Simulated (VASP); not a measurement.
An input for Quantum ESPRESSO's pw.x (written as the equivalent of a VASP run, and not itself run):

```
&CONTROL
  calculation = 'vc-relax'
  pseudo_dir = './pseudo'
  outdir = './out'
  tprnfor = .true.
  tstress = .true.
  nstep = 60
  forc_conv_thr = 0.00039
/
&SYSTEM
  ibrav = 0
  nat = 1
  ntyp = 1
  ecutwfc = 66
  occupations = 'smearing'
  smearing = 'methfessel-paxton'
  degauss = 0.00735
  input_dft = 'pbesol'
/
&ELECTRONS
  conv_thr = 7.3e-08
  electron_maxstep = 100
/
&IONS
/
&CELL
/
ATOMIC_SPECIES
  Bi 208.980 Bi.upf
CELL_PARAMETERS angstrom
    -0.0000000    2.4748667    2.4748667
     2.4748667   -0.0000000    2.4748667
     2.4748667    2.4748667   -0.0000000
ATOMIC_POSITIONS crystal
  Bi   0.0000000  0.0000000  0.0000000
K_POINTS automatic
  11 11 11 0 0 0
```

Problem. Translate this input to VASP (INCAR, KPOINTS, POSCAR, choice of POTCAR).

Solution. This is not unique; one that fits is 
### INCAR
```
SYSTEM = Bi
PREC = Accurate
ENCUT = 400
EDIFF = 1E-6
NELM = 100
ALGO = Normal
LREAL = .FALSE.
LASPH = .TRUE.
ISMEAR = 1
SIGMA = 0.1
GGA = PS
LMAXMIX = 4
LWAVE = .FALSE.
LCHARG = .FALSE.
IBRION = 2
ISIF = 3
NSW = 60
EDIFFG = -0.01
```

KPOINTS:
```
Regular mesh
0
Gamma
  11 11 11
0 0 0
```

**POSCAR**
```
Bi
1.0
  0.0000000000   2.4748667350   2.4748667350
  2.4748667350   0.0000000000   2.4748667350
  2.4748667350   2.4748667350   0.0000000000
Bi
1
Cartesian
  0.0000000000   0.0000000000   0.0000000000
```

POTCAR, in this order: Bi_d (PBE.64 set). Program: vasp_std.

The two are equivalent in intent, not identical: the potentials are each code's own (VASP's PAW set, PseudoDojo norm-conserving files in pw.x), so ENCUT and ecutwfc are chosen apart and not converted; conv_thr bounds pw.x's estimated SCF error, while EDIFF bounds the energy change between steps; forc_conv_thr acts on force components and is met together with etot_conv_thr.

The structure was generated: Bi was put into the fcc type (Fm-3m), which need not be its known phase. It was relaxed first. The start is the result of an earlier pass.
